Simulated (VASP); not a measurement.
InAs:

```
In As
1.0
     0.00000    3.01800    3.01800
     3.01800    0.00000    3.01800
     3.01800    3.01800    0.00000
In As
1 1
Direct
  0.00000 0.00000 0.00000
  0.25000 0.25000 0.25000
```

```yaml
Program: VASP 6.6.1
Task: relaxation of cell and atoms
Functional: r2SCAN
Potentials_or_basis: VASP PAW PBE potentials, release 64 (In_d, As)
Cutoff: 600 eV
k_mesh: 10 × 10 × 10
Occupations: gaussian, width 0.01 eV
Spin: no spin polarisation
```

At the start: pressure 2.3 GPa; volume 27.49 Å³/atom.

How do energy, volume and symmetry change on relaxing?

Over 3 steps the energy falls by 6.9 meV/atom and the volume is 28.50 Å³/atom (+3.7 %); space group F-43m (No. 216, to 0.05 Å).

Step by step:
| step | energy change (eV) | largest force (eV/Å) | pressure (GPa) | volume (Å³) |
| --- | --- | --- | --- | --- |
| 1 | 0.0000 | 0.0000 | 2.28 | 54.98 |
| 2 | -0.0099 | 0.0000 | -1.07 | 58.15 |
| 3 | -0.0139 | 0.0000 | 0.00 | 57.00 |

Final structure:
```
CELL_PARAMETERS angstrom
0.00000 3.05454 3.05454
3.05454 0.00000 3.05454
3.05454 3.05454 0.00000
ATOMIC_POSITIONS crystal
In 0.00000 0.00000 0.00000
As 0.25000 0.25000 0.25000
```

Caveat: the PAW data sets were made with another functional, which shifts forces and pressure a little.
